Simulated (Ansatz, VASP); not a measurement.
# Cross-check of Mg (Magnesium) between VASP and Ansatz

Aim: how closely do two programs agree when they are given the same cell, functional and k mesh? The cell is taken from a series of runs on this material, whose earlier steps may have relaxed, scaled, displaced or heated it; both programs get it as it stands.

Program: Ansatz 0.2.0. Level of theory: plane waves, with VASP 6.6.1 beside it; zone-centre phonons at LDA. Results are calculated unless marked as measured.

**1. The starting structure**

The structure is hexagonal, space group P6_3/mmc (No. 194). The conventional cell has a = 3.170 Å, b = 3.170 Å, c = 5.064 Å, α = 90.00°, β = 90.00°, γ = 120.00°. Nearest to Mg lie 12 Mg at 3.12 to 3.17 Å.

Structure file:

```xyz
2
Lattice="3.1698 0.0000 0.0000 -1.5849 2.7451 0.0000 0.0000 0.0000 5.0641" Properties=species:S:1:pos:R:3 pbc="T T T"
Mg    0.0000    1.8301    1.2660
Mg    1.5849    0.9150    3.7980
```

**2. VASP: zone-centre phonons, LDA, pair 1**

Second derivatives magnify differences that forces hide, and they need a tight electronic threshold.

Lines of VASP's logs that name or quote its potential files are left out, and so is its time.

Input file INCAR:

```
SYSTEM = Mg
PREC = Accurate
ENCUT = 600
EDIFF = 1E-08
NELM = 120
ISMEAR = 1
SIGMA = 0.2
LREAL = .FALSE.
ALGO = Normal
GGA = CA
NBANDS = 8
LORBIT = 11
LWAVE = .FALSE.
LCHARG = .FALSE.
ISIF = 2
IBRION = 8
LASPH = .TRUE.
GGA_COMPAT = .FALSE.
KPAR = 2
```

Input file POSCAR:

```
Mg
1.0
    3.1698045156      0.0000000000      0.0000000000
   -1.5849022578      2.7451312355      0.0000000000
    0.0000000000      0.0000000000      5.0640535422
Mg
2
Direct
    0.3333333333      0.6666666667      0.2500000000
    0.6666666667      0.3333333333      0.7500000000
```

Input file KPOINTS:

```
Automatic mesh
0
Gamma
15 15 8
0 0 0
```

Potentials, in the order of the species: Mg (LDA family, release 64).

On the command line:

```sh
$ mpirun -np 2 vasp_std
```

Numbers of over 12 decimals in the logs are rounded to 6 here.

The program printed:

```text
[banner, memory and clock lines left out]
running    2 mpi-ranks, on    1 nodes
 distrk:  each k-point on    1 cores,    2 groups
 distr:  one band on    1 cores,    1 groups

 POSCAR found type information on POSCAR Mg
 POSCAR found :  1 types and       2 ions
 LDA part: xc-table for (Slater(with rela. corr.)+CA(PZ))
 , standard interpolation
 POSCAR, INCAR and KPOINTS ok, starting setup
 FFT: planning ... GRIDC
 FFT: planning ... GRID_SOFT
 FFT: planning ... GRID
 WAVECAR not read
 entering main loop
       N       E                     dE             d eps       ncg     rms          rms(c)
DAV:   1    -0.109078970637E+01   -0.10908E+01   -0.14183E+03  2160   0.397E+02
DAV:   2    -0.362401804252E+01   -0.25332E+01   -0.24436E+01  2888   0.229E+01
DAV:   3    -0.363828249137E+01   -0.14264E-01   -0.14226E-01  2952   0.219E+00
DAV:   4    -0.363830691807E+01   -0.24427E-04   -0.24427E-04  3208   0.802E-02
DAV:   5    -0.363830695647E+01   -0.38401E-07   -0.38209E-07  2848   0.205E-03    0.943E-01
DAV:   6    -0.362669738383E+01    0.11610E-01   -0.62216E-04  2624   0.155E-01    0.599E-01
DAV:   7    -0.361746175863E+01    0.92356E-02   -0.21568E-03  2312   0.284E-01    0.303E-02
DAV:   8    -0.361745439195E+01    0.73667E-05   -0.14721E-05  3496   0.222E-02    0.670E-03
DAV:   9    -0.361745333851E+01    0.10534E-05   -0.66499E-07  2520   0.417E-03    0.604E-04
DAV:  10    -0.361745332876E+01    0.97523E-08   -0.22868E-09  3256   0.345E-04
   1 F= -.36174533E+01 E0= -.36168452E+01  d E =-.182436E-02
 Linear response reoptimize wavefunctions to high precision
DAV:   1    -0.361745332906E+01   -0.30272E-09   -0.82958E-11  2328   0.731E-05
DAV:   2    -0.361745332906E+01   -0.56843E-13   -0.57723E-13  1640   0.481E-06
 Linear response DOF=           2
 Linear response progress:
  Degree of freedom:   1/  2
       N       E                     dE             d eps       ncg     rms          rms(c)
RMM:   1    -0.136110138289E-02   -0.13611E-02   -0.94288E-04 16245   0.181E-01
RMM:   2    -0.136702500696E-02   -0.59236E-05   -0.49361E-06 14002   0.133E-02    0.213E-02
RMM:   3    -0.135015648251E-02    0.16869E-04   -0.23971E-07 14315   0.378E-03    0.135E-02
RMM:   4    -0.134431468802E-02    0.58418E-05   -0.49929E-07 13401   0.582E-03    0.643E-04
RMM:   5    -0.134481938577E-02   -0.50470E-06   -0.12998E-08 14870   0.632E-04    0.105E-04
RMM:   6    -0.134488684166E-02   -0.67456E-07   -0.10349E-10 14824   0.647E-05    0.141E-05
RMM:   7    -0.134491831176E-02   -0.31470E-07    0.80431E-11 15581   0.112E-05    0.232E-06
RMM:   8    -0.134491595682E-02    0.23549E-08    0.14640E-10 13557   0.254E-06    0.303E-07
 first order change of Fermi-energy   0.19304E-07
 force on displaced ion       1 direction 1 :  -0.760   0.000   0.000
 Linear response progress:
  Degree of freedom:   2/  2
       N       E                     dE             d eps       ncg     rms          rms(c)
RMM:   1    -0.581945351972E-02   -0.58195E-02   -0.10969E-03  6835   0.297E-01
RMM:   2    -0.407054293006E-02    0.17489E-02    0.10464E-04  4750   0.392E-02    0.307E-02
RMM:   3    -0.406464349791E-02    0.58994E-05    0.31829E-05  4775   0.126E-02    0.139E-02
RMM:   4    -0.410088885510E-02   -0.36245E-04   -0.10813E-06  4849   0.664E-03    0.517E-03
RMM:   5    -0.410119632030E-02   -0.30747E-06   -0.84386E-07  4905   0.269E-03    0.242E-04
RMM:   6    -0.410154561497E-02   -0.34929E-06    0.31032E-07  4974   0.272E-04    0.138E-04
RMM:   7    -0.410169736601E-02   -0.15175E-06   -0.33727E-08  5070   0.792E-05    0.695E-06
RMM:   8    -0.410173662324E-02   -0.39257E-07   -0.20243E-08  5179   0.104E-05    0.255E-06
RMM:   9    -0.410172668300E-02    0.99402E-08   -0.10627E-08  4916   0.248E-06    0.748E-07
 first order change of Fermi-energy  -0.36326E-05
 force on displaced ion       1 direction 3 :  -0.000   0.000  -2.850
 Linear response finished
```

From OUTCAR (step 2):

```text
ion  position               nearest neighbor table
   1  0.333  0.667  0.250-   2 3.12   2 3.12   2 3.12   2 3.12   2 3.12   2 3.12
   2  0.667  0.333  0.750-   1 3.12   1 3.12   1 3.12   1 3.12   1 3.12   1 3.12

  LATTYP: Found a hexagonal cell.
 ALAT       =     3.1698045156
 C/A-ratio  =     1.5975917497

 Subroutine GETGRP returns: Found 24 space group operations
 (whereof 12 operations were pure point group operations)

The static configuration has the point symmetry D_3d.
 The point group associated with its full space group is D_6h.

 Found    135 irreducible k-points:

   k-points           NKPTS =    135   k-points in BZ     NKDIM =    135   number of bands    NBANDS=      8

   dimension x,y,z NGX =    28 NGY =   28 NGZ =   40
   dimension x,y,z NGXF=    56 NGYF=   56 NGZF=   80

   ENCUT  =  600.0 eV  44.10 Ry    6.64 a.u.   6.33  6.33 10.11*2*pi/ulx,y,z

   NELECT =       4.0000    total number of electrons

 k-points in reciprocal lattice and weights: Automatic mesh
   0.00000000  0.00000000  0.00000000       0.001
   0.06666667  0.00000000  0.00000000       0.003
   0.13333333  0.00000000  0.00000000       0.003
   0.20000000  0.00000000  0.00000000       0.003
   0.26666667  0.00000000  0.00000000       0.003
   0.33333333  0.00000000  0.00000000       0.003
   0.40000000 -0.00000000  0.00000000       0.003
   0.46666667  0.00000000  0.00000000       0.003
   0.06666667  0.06666667  0.00000000       0.003
[...]
0.33333333  0.26666667  0.50000000       0.007
   0.33333333  0.33333333  0.50000000       0.001

 average (electrostatic) potential at core
       1 -39.0967       2 -39.0967

  Total       -0.2967725     -0.2967725     -0.2986932      0.0000000      0.0000000      0.0000000
  in kB      -10.7904688    -10.7904688    -10.8603064      0.0000000      0.0000000      0.0000000
  external PRESSURE =     -10.8137480 kB  Pullay stress =       0.0000000 kB

  energy-cutoff  :      600.00
  volume of cell :       44.07
      direct lattice vectors                 reciprocal lattice vectors
     3.169804516  0.000000000  0.000000000     0.315476868  0.182140655  0.000000000
    -1.584902258  2.745131236  0.000000000     0.000000000  0.364281309  0.000000000
     0.000000000  0.000000000  5.064053542     0.000000000  0.000000000  0.197470266

 POSITION                                       TOTAL-FORCE (eV/Angst)
 -----------------------------------------------------------------------------------
     -0.00000      1.83009      1.26601        -0.000000      0.000000      0.000000
      1.58490      0.91504      3.79804         0.000000     -0.000000      0.000000
 -----------------------------------------------------------------------------------
    total drift:                               -0.000000      0.000000     -0.000000

 Eigenvectors and eigenvalues of the dynamical matrix
 ----------------------------------------------------

   1 f  =    7.570729 THz    47.568291 2PiTHz  252.532324 cm-1    31.310004 meV
             X         Y         Z           dx          dy          dz
     -0.000000  1.830087  1.266013     0.000000    0.000000    0.707107
      1.584902  0.915044  3.798040     0.000000    0.000000   -0.707107

   2 f  =    3.909172 THz    24.562049 2PiTHz  130.395928 cm-1    16.167027 meV
             X         Y         Z           dx          dy          dz
     -0.000000  1.830087  1.266013     0.707107   -0.000000   -0.000000
      1.584902  0.915044  3.798040    -0.707107   -0.000000   -0.000000

   3 f  =    3.909172 THz    24.562049 2PiTHz  130.395928 cm-1    16.167027 meV
             X         Y         Z           dx          dy          dz
     -0.000000  1.830087  1.266013     0.000000    0.707107   -0.000000
      1.584902  0.915044  3.798040     0.000000   -0.707107   -0.000000

   4 f  =    0.000000 THz     0.000000 2PiTHz    0.000001 cm-1     0.000000 meV
             X         Y         Z           dx          dy          dz
     -0.000000  1.830087  1.266013     0.559688    0.063294   -0.427485
      1.584902  0.915044  3.798040     0.559688    0.063294   -0.427485

   5 f  =    0.000000 THz     0.000000 2PiTHz    0.000000 cm-1     0.000000 meV
             X         Y         Z           dx          dy          dz
     -0.000000  1.830087  1.266013     0.137896    0.636756    0.274821
      1.584902  0.915044  3.798040     0.137896    0.636756    0.274821

   6 f/i=    0.000000 THz     0.000000 2PiTHz    0.000002 cm-1     0.000000 meV
             X         Y         Z           dx          dy          dz
     -0.000000  1.830087  1.266013    -0.409554    0.300891   -0.491661
      1.584902  0.915044  3.798040    -0.409554    0.300891   -0.491661

 ELASTIC MODULI CONTR FROM IONIC RELAXATION (kBar)
 Direction    XX          YY          ZZ          XY          YZ          ZX
 --------------------------------------------------------------------------------
 XX         -29.8885     29.8885      0.0000      0.0000     -0.0000     -0.0000
 YY          29.8885    -29.8885     -0.0000      0.0000      0.0000      0.0000
 ZZ           0.0000     -0.0000     -0.0000      0.0000     -0.0000     -0.0000
 XY           0.0000      0.0000      0.0000    -29.8885     -0.0000     -0.0000
 YZ          -0.0000      0.0000     -0.0000     -0.0000     -0.0000     -0.0000
 ZX          -0.0000      0.0000     -0.0000     -0.0000     -0.0000     -0.0000
 --------------------------------------------------------------------------------
```

**3. Ansatz: zone-centre phonons, LDA, pair 1**

Ansatz runs on its PAW soft_1 files.

The same cell, functional (in two slightly different forms), mesh and smearing now go to Ansatz, which takes its cutoff from its data sets.

Input file input.yaml:

```yaml
crystal:
  lattice:
    - [3.1698045156, 0.0, 0.0]
    - [-1.5849022578, 2.7451312355, 0.0]
    - [0.0, 0.0, 5.0640535422]
  atoms:
    - { symbol: Mg, position: [0.3333333333, 0.6666666667, 0.25] }
    - { symbol: Mg, position: [0.6666666667, 0.3333333333, 0.75] }
kpoints:
  mp_grid: { grid: [15, 15, 8] }
hamiltonian:
  xc: lda
  pseudopotentials: { kind: paw, azcp: { folder: soft_1 }, xc_functional: pbe }
scf:
  occupations: { method: methfessel_paxton, width: 0.2 }
output:
  eigenvalues: true
phonons:
  method: dfpt
```

On the command line:

```sh
$ ansatz run input.yaml --threads 4 --pin off --max-ram 10240MiB --backend cpu --events-out ev --progress --plain --runs-dir out
```

The program printed:

```text
zone centre: on kpoints.mp_grid the ground state, and the responses unless they are solved on pairs of k-points, stand on 320 of the mesh's 1800 k-points, reduced under 4 symmetry operations, with k and −k counted as one. Each operation leaves every solved displacement unchanged or reverses it
Engine: ansatz 0.2.0, aarch64-unknown-linux-gnu
Pseudopotentials: kind: paw
Pseudopotential: Mg, paw, valence charge 10, recommended cutoff 420 eV (normal), soft_1/Mg.paw.azcp
Functional definition: SPW92
  exchange = slater_x
  correlation = pw_c
Crystal: 2 atoms, lattice volume = 44.065 Å³
Basis set: ecut = 420 eV, 857 PW (Γ), exchange–correlation on 48×48×72 points (8 copies of the dense FFT grid, shifted against one another)
Bands: 14, of which v1, the nominal top of the filled ones, is band 10 counted from 1 (9 counted from 0)
Symmetry: 24 space group operations
k-points: 320 of 1800 (irreducible under 4 space group operations, time reversal used)
Non-local potential: Mg, projectors of the file, l = 0: 3, l = 1: 2, l = 2: 1
PAW form: soft (Blöchl's): semilocal exchange-correlation on the pseudo side does not see the compensation charge
PAW frozen core: Mg, regenerated for the run's functional, and the local potential with it (the file was generated under x = pbe(κ = 0.804, μ = 0.219515), c = pbe(β = 0.066725))
PAW one-centre angular grid: Mg, 110 points (default); XC on 64 Gauss nodes
Initial density: superposition of atomic densities (chi_scale 0.1, normalization cell)
Initial wavefunctions: pseudopotential atomic-orbital guess
Functional: x = slater, c = lda
SCF iter   1: F=—  HF=-3803.254941 eV  |F-HF|=—  |Δ(HF+E_count)|=         —  Δρ=1.48e-2  dr2=1.09e-1  ethr=3.10e-3  ⟨swp⟩=5.0  Hψ=22513  notcnv=0
preconditioner: auto → none  [metal: Δε(μ)=0.028 eV  Ē_g=7.048 eV  σ=0.200 eV  W_gap=0.12  n_scr=8 (ndim 8)  ℏωp=11.2 eV  f_vac=0.000  D(μ)=0.94/eV (n_scr^D=2)  sad-step TF]
SCF iter   2: F=—  HF=-3803.226311 eV  |F-HF|=—  |Δ(HF+E_count)|=   2.86e-2  S|Δr|=    0.00e0  Δρ=9.38e-3  dr2=5.03e-2  ethr=5.43e-4  ⟨swp⟩=1.0  Hψ=7040  notcnv=0
SCF iter   3: F=—  HF=-3803.206421 eV  |F-HF|=—  |Δ(HF+E_count)|=   1.99e-2  S|Δr|=    0.00e0  Δρ=9.19e-4  dr2=4.86e-4  ethr=2.51e-4  ⟨swp⟩=2.3  Hψ=6771  notcnv=0
SCF iter   4: F=—  HF=-3803.206408 eV  |F-HF|=—  |Δ(HF+E_count)|=   1.32e-5  S|Δr|=    0.00e0  Δρ=1.44e-4  dr2=2.34e-6  ethr=2.43e-6  ⟨swp⟩=3.0  Hψ=7748  notcnv=0
SCF iter   5: F=—  HF=-3803.206415 eV  |F-HF|=—  |Δ(HF+E_count)|=   6.51e-6  S|Δr|=    0.00e0  Δρ=3.20e-6  dr2=2.23e-9  ethr=1.17e-8  ⟨swp⟩=2.0  Hψ=7142  notcnv=0
SCF iter   6: F=—  HF=-3803.206415 eV  |F-HF|=—  |Δ(HF+E_count)|=   8.71e-9  S|Δr|=    0.00e0  Δρ=2.35e-7  dr2=1.26e-11  ethr=1.12e-11  ⟨swp⟩=2.6  Hψ=8036  notcnv=0
SCF iter   7: F=-3803.206415 eV  HF=-3803.206415 eV  |F-HF|=4.55e-13  |Δ(HF+E_count)|=  4.09e-12  S|Δr|=    0.00e0  Δρ=4.67e-9  dr2=6.96e-15  ethr=1.00e-12  ⟨swp⟩=6.0  Hψ=21159  notcnv=0
SCF 1 converged in 7 iterations: F = -3803.206415 eV  dr2 = 6.96e-15
  greatest PAW one-centre occupation: 1.000 electrons in one spin orbital (limit 2), on the Mg atom at site 1 (counted from 0), in its partial waves of l = 1
DFPT response loops at Γ: preconditioner auto → Kerker (q_TF=auto, 2.392 Å⁻¹) (partly filled bands, converged f_vac=0.000); β = 1.00, the filter's whole step (`scf.mixing.beta` (0.50) is not read by the response loops under this deck's `scf.mixing.preconditioner`; to damp them name `kerker` or `kerker_dos`, under which they read `scf.mixing.beta`, and type it under 1.00, their step now; both keys bind the ground state too); Broyden in place of MSR1
SCF converged after 7 iterations
Stability not checked: this state was not tested for a lower state beside it, because cold or Methfessel-Paxton smearing, or corrected tetrahedra, fill the levels in a way that the test cannot read (fill_not_monotonic; see scf.lower_state_search)
Free energy (F): -3803.206415 eV
Harris-Foulkes:  -3803.206415 eV  (|F-HF|=4.55e-13)
Internal energy: -3803.204566 eV  (E = F + TS)
E sigma→0 (E₀):  -3803.205952 eV
Entropy (-TS):   -0.001849 eV (-0.924 meV/atom)
Fermi energy:    5.748418 eV
--- Per-component energies (eV) ---
  E_band       = -709.721316
  E_kinetic    = 139.575298
  E_local      = -3394.844859  (includes V_loc(G=0)·N_el)
  E_nonlocal   = 392.090480
  E_hartree    = 1154.995778
  E_xc         = -51.843204
  E_vxc        = -67.346377  (∫ρ·V_xc dr)
  E_paw        = -560.095395  (= ΣΔE_a)
  E_vpaw       = -89.187144  (= ΣTr[D̂ρ^β])
  E_aug_tail   = -0.000272  (compensation charges beyond the density's cutoff)
  E_ewald      = -1483.383350
  E_core_change = 0.300959  (= ΣΔE_core)
  E_smearing   = -0.001849  (= −TS)
  E_closure    = -0.000000  (closes the sum)
  Σ components = -3803.206415   (vs F -3803.206415, Δ=0.00e0)
--- Band table (eV; the first three rows and the last of 320) ---
  k-point 0: bands = [... 6 lower, -36.9366, -36.9366, -1.3393, 4.1312, 4.6337, 16.7042, 16.7042, 16.7895]
  k-point 1: bands = [... 6 lower, -36.9369, -36.9369, -1.2471, 3.0497, 5.8717, 16.7762, 16.7762, 16.8508]
  k-point 2: bands = [... 6 lower, -36.9376, -36.9376, -0.9713, 1.9119, 7.4786, 15.2299, 16.9842, 16.9842]
  k-point 319: bands = [... 6 lower, -36.9443, -36.9443, 3.2958, 3.2958, 8.2312, 8.2312, 9.7055, 9.7055]
--- Phonons (Γ-DFPT): 2 representative perturbations + reference, on 320 of 1800 k-points (Σ response iterations 6) ---
  k mesh reduced under 4 symmetry operations, with k and −k counted as one. Each operation leaves every solved displacement unchanged or reverses it
  ASR residual: 2.322e-6 → 0.000e0 eV/Å²; symmetrization residual: 5.704e-13 eV/Å²
  ASR residual per site (eV/Å²): 2.32e-6 2.32e-6
  Γ frequencies (cm⁻¹): 0.00 0.00 0.00 129.96 129.96 251.96
  non-analytic LO–TO correction: not included (Born effective charges unavailable; polar crystals: no LO–TO splitting at Γ)
```

**4. Side by side**

Known differences besides the potentials themselves: the two LDA forms differ slightly; the data sets hold 20 valence electrons in Ansatz (on its PAW soft_1 files) and 4 in VASP; the cutoff is 420 eV in Ansatz and 600 eV in VASP; VASP's log shows a relativistic correction to its local exchange, Ansatz's none. Total energies have different zeros and are not compared.

The two programs side by side:

```tsv
quantity	Ansatz	VASP	difference
optical mode 1 to 2 (cm⁻¹)	130.0	130.4	-0.33 %
optical mode 3 (cm⁻¹)	252.0	252.5	-0.23 %
```

Modes are paired by rising frequency, not by their patterns, so a pair may set unlike modes beside each other; they are those without the splitting of longitudinal modes.

(Part 1 of 2 ends here.)

[Lines on the potential files, build, host, timing and source positions are cut from VASP's logs without a mark.]

[Logs are printed without paths, hosts, clocks, repeated set-up lines and the standing remarks that a program may print on its own settings, such as how far it seeks lower states.]

[Hosts, paths, dates, database ids (printed as entryN), source tags and the programs' standing remarks are cut or masked in the printed files.]
